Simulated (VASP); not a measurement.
# YSiF2 (P-3m1) in VASP: further runs

Runs on YSiF2. Level: PBE. Tasks: single point, relaxation of cell and atoms.

Program: VASP 6.6.1. These are calculated values, not measurements. Logs are shortened: lines on timing, memory, paths and dates and some standing lists are left out, and cuts for length are marked.

## (1) The cell of the first run

The structure is trigonal, space group P-3m1 (No. 164). Conventional cell: a = 3.831 Å, b = 3.831 Å, c = 6.193 Å, α = 90.00°, β = 90.00°, γ = 120.00°. Y (site symmetry -3m) has 6 F at 2.28 Å as nearest neighbours. Si (site symmetry -3m) is surrounded by 2 Y at 3.10 Å and 6 F at 3.38 Å. F (site symmetry 3m) is surrounded by 3 Y at 2.28 Å and 3 F at 2.46 Å.

The cell was built by a generator and needn't be a form met in nature.

## (2) Single point, PBE (species swapped into the Sn2PdAu type (P-3m1, No. 164))

File INCAR:

```
PREC = Accurate
ENCUT = 520
EDIFF = 1E-6
ISMEAR = 0
SIGMA = 0.1
LREAL = False
LASPH = True
NELM = 100
ALGO = Normal
ISIF = 2
LWAVE = False
LCHARG = False
GGA = PE
NBANDS = 22
```

File KPOINTS:

```
Automatic mesh
0
Gamma
  6 6 4
```

File POSCAR:

```
YSiF2
1.0
    3.8312569033      0.0000000030      0.0000000000
   -1.9156284543      3.3179658052      0.0000000000
    0.0000000000      0.0000000000      6.1933682382
Y Si F
1 1 2
Direct
    0.0000000000      0.0000000000      0.5000000000
    0.0000000000      0.0000000000      0.0000000000
    0.3333333333      0.6666666667      0.4126642869
    0.6666666667      0.3333333333      0.5873357131
```

Potentials or basis: VASP PAW PBE potentials, release 64 (Y_sv, Si, F).

Started as:

```sh
> cat potpaw_PBE.64/Y_sv/POTCAR potpaw_PBE.64/Si/POTCAR potpaw_PBE.64/F/POTCAR > POTCAR
> mpirun -np 1 vasp_std > vasp.out
```

OUTCAR:

```text
PREC = Accurate
   ENCUT = 520
   EDIFF = 1E-6
   ISMEAR = 0
   LREAL = False
   LASPH = True
   NELM = 100
   ISIF = 2
   GGA = PE

 ion  position               nearest neighbor table
   1  0.000  0.000  0.500-   3 2.28   4 2.28   4 2.28   3 2.28   4 2.28   3 2.28   2 3.10   2 3.10

   2  0.000  0.000  0.000-   1 3.10   1 3.10
   3  0.333  0.667  0.413-   1 2.28   1 2.28   1 2.28
   4  0.667  0.333  0.587-   1 2.28   1 2.28   1 2.28

  LATTYP: Found a hexagonal cell.
 ALAT       =     3.8312569033
 C/A-ratio  =     1.6165369210

  Lattice vectors:

 A1 = (   3.8312569033,   0.0000000030,   0.0000000000)
 A2 = (  -1.9156284543,   3.3179658052,   0.0000000000)
 A3 = (   0.0000000000,   0.0000000000,   6.1933682382)

Analysis of symmetry for initial positions (statically):
=====================================================================
 Subroutine PRICEL returns:
 Original cell was already a primitive cell.

 Routine SETGRP: Setting up the symmetry group for a
 hexagonal supercell.

 Subroutine GETGRP returns: Found 12 space group operations
 (whereof 12 operations were pure point group operations)
 out of a pool of 24 trial point group operations.

The static configuration has the point symmetry D_3d.

Analysis of symmetry for dynamics (positions and initial velocities):
=====================================================================
 Subroutine PRICEL returns:
 Original cell was already a primitive cell.

 Routine SETGRP: Setting up the symmetry group for a
 hexagonal supercell.

 Subroutine GETGRP returns: Found 12 space group operations
 (whereof 12 operations were pure point group operations)
 out of a pool of 24 trial point group operations.

The dynamic configuration has the point symmetry D_3d.

 Subroutine INISYM returns: Found 12 space group operations
 (whereof 12 operations are pure point group operations),
 and found     1 'primitive' translations

----------------------------------------------------------------------------------------

                                     Primitive cell

  volume of cell :      78.7300

  direct lattice vectors                    reciprocal lattice vectors
     3.831256903  0.000000003  0.000000000     0.261010949  0.150694742  0.000000000
    -1.915628454  3.317965805  0.000000000    -0.000000000  0.301389483  0.000000000
     0.000000000  0.000000000  6.193368238     0.000000000  0.000000000  0.161463030
[... 79 lines left out ...]
   ISTART =      0    job   : 0-new  1-cont  2-samecut
   ICHARG =      2    charge: 1-file 2-atom 10-const
   ISPIN  =      1    spin polarized calculation?
   LNONCOLLINEAR =      F non collinear calculations
   LSORBIT =      F    spin-orbit coupling
   LASPH  =      T    aspherical Exc in radial PAW
   ENCUT  =  520.0 eV  38.22 Ry    6.18 a.u.   7.12  7.12 11.52*2*pi/ulx,y,z
   NELM   =    100;   NELMIN=  2; NELMDL= -5     # of ELM steps
   EDIFF  = 0.1E-05   stopping-criterion for ELM
[... 8 lines left out ...]
   TEBEG  =    0.0;   TEEND  =   0.0 temperature during run
   PSTRESS=    0.0 pullay stress
   NELECT =      29.0000    total number of electrons
   NUPDOWN=      -1.0000    fix difference up-down
   EMIN   =  10.00;   EMAX   =-10.00  energy-range for DOS
   EFERMI =   0.00;   METHOD = LEGACY
   ISMEAR =     0;   SIGMA  =   0.10  broadening in eV -4-tet -1-fermi 0-gaus
   EFERMI_NEDOS =   21; number of points for ismear=-14 and -15
   IALGO  =     38    algorithm
   IMIX   =      4    mixing-type and parameters
     AMIX     =   0.40;   BMIX     =  1.00
     AMIX_MAG =   1.60;   BMIX_MAG =  1.00
  volume/ion in A,a.u.               =      19.68       132.82
  Fermi-wavevector in a.u.,A,eV,Ry     =   1.173530  2.217650 18.737566  1.377172
  Thomas-Fermi vector in A             =   2.309941
   LORBIT       =      0    0 simple, 1 ext, 2 COOP (PROOUT), +10 PAW based schemes
   GGA     = PE    functional components
   LHFCALC =     F    Hartree Fock is set to
   AEXX    =    0.0000 exact exchange contribution
   IVDW    =     0    specifies the selected vdW correction
   LEPSILON=     F    determine dielectric tensor
   LRPA    =     F    only Hartree local field effects (RPA)
 non-spin polarized calculation
 Gauss-broadening in eV      SIGMA  =   0.10
  energy-cutoff  :      520.00
  volume of cell :       78.73
 maximum number of plane-waves:      2140
   NGX = 15   NGY = 15   NGZ = 23

 number of electron      28.9999990 magnetization

 Free energy of the ion-electron system (eV)
  ---------------------------------------------------
  ext. energy  EPLUGINS =         0.00000000
  ---------------------------------------------------
  free energy    TOTEN  =       -24.29235608 eV

  energy without entropy =      -24.29077451  energy(sigma->0) =      -24.29156530

 E-fermi :   2.9248     XC(G=0):  -9.0465

 val. band max:        2.7310849893   @ k =   0.1667  -0.0000   0.0000
 cond. band min:       2.9930665506   @ k =   0.1667   0.1667   0.0000
 fundamental gap:      0.2619815613
 Fermi energy:         2.9247701920

 k-point     1 :       0.0000    0.0000    0.0000
  band No.  band energies     occupation
      1     -40.3543      2.00000
      2     -22.6252      2.00000
      3     -22.0344      2.00000
      4     -20.3116      2.00000
      5     -20.3115      2.00000
      6     -19.8960      2.00000
[... 589 lines left out ...]
     21       9.3310      0.00000
     22       9.3310      0.00000

------------------------ aborting loop because EDIFF is reached ----------------------------------------

  FORCE on cell =-STRESS in cart. coord.  units (eV):
  Direction    XX          YY          ZZ          XY          YZ          ZX
  --------------------------------------------------------------------------------------
  -------------------------------------------------------------------------------------
  Total        0.0057475      0.0057475      0.0794270     -0.0000000      0.0000000      0.0000000
  in kB        0.1169633      0.1169633      1.6163612     -0.0000000      0.0000000      0.0000000
  external PRESSURE =       0.6167626 kB  Pullay stress =       0.0000000 kB

 VOLUME and BASIS-vectors are now :
 -----------------------------------------------------------------------------
  energy-cutoff  :      520.00
  volume of cell :       78.73
      direct lattice vectors                 reciprocal lattice vectors
     3.831256903  0.000000003  0.000000000     0.261010949  0.150694742  0.000000000
    -1.915628454  3.317965805  0.000000000    -0.000000000  0.301389483  0.000000000
     0.000000000  0.000000000  6.193368238     0.000000000  0.000000000  0.161463030

 POSITION                                       TOTAL-FORCE (eV/Angst)
 -----------------------------------------------------------------------------------
      0.00000      0.00000      3.09668        -0.000000      0.000000     -0.000000
      0.00000      0.00000      0.00000        -0.000000      0.000000     -0.000000
     -0.00000      2.21198      2.55578         0.000000     -0.000000      0.001435
      1.91563      1.10599      3.63759        -0.000000      0.000000     -0.001435
 -----------------------------------------------------------------------------------
    total drift:                               -0.000000      0.000000     -0.000000

  FREE ENERGIE OF THE ION-ELECTRON SYSTEM (eV)
  ---------------------------------------------------
  free  energy   TOTEN  =       -24.2923560767 eV

  energy  without entropy=      -24.2907745135  energy(sigma->0) =      -24.29156530
```

OSZICAR:

```text
N       E                     dE             d eps       ncg     rms          rms(c)
DAV:   1     0.174374964344E+03    0.17437E+03   -0.14469E+04  1056   0.119E+03
DAV:   2    -0.143421194493E+02   -0.18872E+03   -0.18221E+03  1344   0.296E+02
DAV:   3    -0.261742250870E+02   -0.11832E+02   -0.11769E+02  1548   0.669E+01
DAV:   4    -0.266956164188E+02   -0.52139E+00   -0.52024E+00  1552   0.956E+00
DAV:   5    -0.267040239872E+02   -0.84076E-02   -0.84069E-02  1392   0.126E+00    0.275E+01
DAV:   6    -0.243460878561E+02    0.23579E+01   -0.80390E+00  1128   0.201E+01    0.226E+01
DAV:   7    -0.242933715631E+02    0.52716E-01   -0.61856E-01  1498   0.476E+00    0.131E+01
DAV:   8    -0.242965946343E+02   -0.32231E-02   -0.12172E-01  1384   0.286E+00    0.161E+00
DAV:   9    -0.242923191680E+02    0.42755E-02   -0.28272E-02  1302   0.123E+00    0.616E-01
DAV:  10    -0.242922223353E+02    0.96833E-04   -0.16717E-03  1330   0.370E-01    0.212E-01
DAV:  11    -0.242923267338E+02   -0.10440E-03   -0.39363E-04  1380   0.140E-01    0.358E-02
DAV:  12    -0.242923546827E+02   -0.27949E-04   -0.62739E-05  1532   0.576E-02    0.239E-02
DAV:  13    -0.242923560280E+02   -0.13453E-05   -0.80035E-06  1334   0.186E-02    0.210E-02
DAV:  14    -0.242923560767E+02   -0.48643E-07   -0.18477E-06   956   0.972E-03
   1 F= -.24292356E+02 E0= -.24291565E+02  d E =-.158156E-02
```

Run time: 18 s. Hardware: 1 thread of Intel Xeon 6975P-C (Granite Rapids), shared host; peak memory 0.21 GiB.

What came out:

```
Free energy            : -24.2924 eV
Pressure               : 0.1 GPa
Band gap on the k mesh : none (metal or under the smearing width)
```

Caveat: an odd number of electrons without spin polarisation forces a metal; a magnetic or distorted state may lie lower.

## (3) Relaxation of cell and atoms, PBE (species swapped into the Sn2PdAu type (P-3m1, No. 164))

File INCAR:

```
SYSTEM = YSiF2
PREC = Accurate
ENCUT = 600
EDIFF = 1E-6
ISMEAR = 0
SIGMA = 0.1
LREAL = .False.
LASPH = .True.
NELM = 100
ALGO = Normal
ISIF = 3
LWAVE = .False.
LCHARG = .False.
GGA = PE
IBRION = 2
NSW = 90
EDIFFG = -0.04
```

File KPOINTS:

```
Automatic mesh
0
Gamma
  6 6 4
  0 0 0
```

File POSCAR:

```
YSiF2
1.0
    3.6636967900      0.0000000000      0.0000000000
   -1.8318484000      3.1728544900      0.0000000000
    0.0000000000      0.0000000000      5.0148314600
Y Si F
1 1 2
Direct
    0.0000000000      0.0000000000      0.5000000000
    0.0000000000      0.0000000000      0.0000000000
    0.3333333300      0.6666666700      0.2354696200
    0.6666666700      0.3333333300      0.7645303800
```

Potentials or basis: VASP PAW PBE potentials, release 64 (Y_sv, Si, F).

Started as:

```sh
> cat potpaw_PBE.64/Y_sv/POTCAR potpaw_PBE.64/Si/POTCAR potpaw_PBE.64/F/POTCAR > POTCAR
> mpirun -np 1 vasp_std > vasp.out
```

Run time: 3.6 min. Hardware: 1 thread of Intel Xeon 6975P-C (Granite Rapids), shared host; peak memory 0.23 GiB.

The run converged. Its results:

```yaml
Free_energy: -24.2337 eV
Relaxed_volume: 19.48 Å³/atom
Relaxed_cell: a = 3.834 Å, b = 3.834 Å, c = 6.121 Å, α = 90.00°, β = 90.00°, γ = 120.00°
Space_group_after_relaxing_to_0.05_Å: P-3m1 (No. 164)
Energy_gained_by_relaxing: 1180.1 meV/atom
Ionic_steps: 18
Pressure_after_relaxing: -0.1 GPa
Largest_force_after_relaxing: 0.007 eV/Å
Band_gap_on_the_k_mesh: none (metal or under the smearing width)
```

Forces on the atoms (eV/Å):
```
Y    0.000  0.000  0.000
Si   0.000  0.000  0.000
F    0.000  0.000  0.007
F    0.000  0.000 -0.007
```

Stress tensor (GPa, compression positive):
```
-0.08  0.00  0.00
 0.00 -0.08  0.00
 0.00  0.00 -0.18
```

Step by step:
```csv
step,energy change (eV),largest force (eV/Å),pressure (GPa),volume (Å³)
1,0.0000,2.0048,22.32,58.29
2,-1.2600,2.1962,-4.07,76.99
3,-1.2756,2.1934,-1.94,74.29
4,-1.8745,2.6314,-2.74,75.63
5,-3.0544,2.1162,-4.19,78.63
6,-3.5601,0.3290,-4.03,84.61
7,-3.6429,0.6758,-4.24,83.12
8,-3.8894,0.4706,-3.96,82.80
9,-4.3530,0.0851,-2.11,81.71
10,-4.4243,0.3125,3.93,79.10
11,-4.5156,0.3912,0.67,81.51
12,-4.5638,0.3068,-2.77,84.28
13,-4.6124,0.1631,-3.73,84.14
14,-4.6255,0.0115,-4.49,84.04
15,-4.7062,0.1336,-1.91,79.54
16,-4.7104,0.1771,-1.20,78.41
17,-4.7192,0.0566,-0.51,78.08
18,-4.7203,0.0072,-0.11,77.91
```

Final structure:
```xyz
4
Lattice="3.8337 0.0000 0.0000 -1.9169 3.3201 0.0000 0.0000 0.0000 6.1206" Properties=species:S:1:pos:R:3 pbc="T T T"
Y     0.0000    0.0000    3.0603
Si    0.0000    0.0000    0.0000
F     0.0000    2.2134    3.5953
F     1.9169    1.1067    2.5253
```

Levels at points of the mesh, in eV from the Fermi level:
```tsv
k point	band 11	band 12	band 13	band 14	band 15	band 16	band 17	band 18
(0.00, 0.00, 0.00)	-5.99	-5.61	-5.61	-0.32	2.86	2.90	3.10	3.10
(0.50, 0.00, 0.00)	-6.46	-5.65	-5.64	-1.36	0.47	2.00	2.19	3.02
(0.00, 0.00, 0.50)	-5.72	-5.61	-5.61	-1.91	2.12	2.12	4.32	4.32
(0.50, 0.00, 0.50)	-6.12	-5.64	-5.60	-1.40	-1.06	1.52	3.18	4.18
```

Caveat: the volume moved by over 15 % at a fixed basis, so the end points are rough; an odd number of electrons without spin polarisation forces a metal; a magnetic or distorted state may lie lower.
